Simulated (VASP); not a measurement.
VASP input:

**INCAR**
```
SYSTEM = SnC
PREC = Accurate
ENCUT = 620
EDIFF = 1E-6
NELM = 100
ALGO = Normal
LREAL = .FALSE.
LASPH = .TRUE.
ISMEAR = 0
SIGMA = 0.05
GGA = PS
LMAXMIX = 4
LWAVE = .FALSE.
LCHARG = .FALSE.
IBRION = 2
ISIF = 3
NSW = 40
EDIFFG = -0.02
```

**POSCAR**
```
SnC
1.0
  3.5529854076   0.0000000000   0.0000000000
 -1.7764927038   3.0769757347   0.0000000000
  0.0000000000   0.0000000000   5.8153275852
Sn C
2 2
Direct
  0.3333330000   0.6666670000   0.9997567699
  0.6666670000   0.3333330000   0.4997567699
  0.3333330000   0.6666670000   0.3752432301
  0.6666670000   0.3333330000   0.8752432301
```

File KPOINTS:
```
Automatic mesh
0
Gamma
7 7 4
0 0 0
```

POTCAR, in this order: Sn_d C (PBE.64 set). Program: vasp_std.

### Question
Write an equivalent input for Ansatz.

### Answer
One equivalent input (not run):
Ansatz 0.2 input:
```yaml
crystal:
  lattice:
    - [3.5529854, 0.0000000, 0.0000000]
    - [-1.7764927, 3.0769757, 0.0000000]
    - [0.0000000, 0.0000000, 5.8153276]
  atoms:
    - { symbol: Sn, position: [0.3333330, 0.6666670, 0.9997568] }
    - { symbol: Sn, position: [0.6666670, 0.3333330, 0.4997568] }
    - { symbol: C, position: [0.3333330, 0.6666670, 0.3752432] }
    - { symbol: C, position: [0.6666670, 0.3333330, 0.8752432] }
kpoints:
  mp_grid: { grid: [7, 7, 4] }
hamiltonian:
  xc: pbesol
  pseudopotentials: { kind: paw }
scf:
  occupations: { method: gaussian, width: 0.05 }
  max_iter: 100
relax:
  max_steps: 40
  f_tol: 0.02
  cell: {}
output: { forces: true, stress: true, eigenvalues: true }
```
The two are equivalent in intent, not identical: each code has its own PAW files, so the cut-off isn't converted (ENCUT is set for VASP's; basis.ecutwfc is left out, and Ansatz then takes the one that its files recommend); Ansatz stops its SCF on the density residual and VASP on the energy change (EDIFF).

The structure was generated: SnC was put into the wurtzite type (P6_3mc), which need not be its known phase. It was relaxed first.
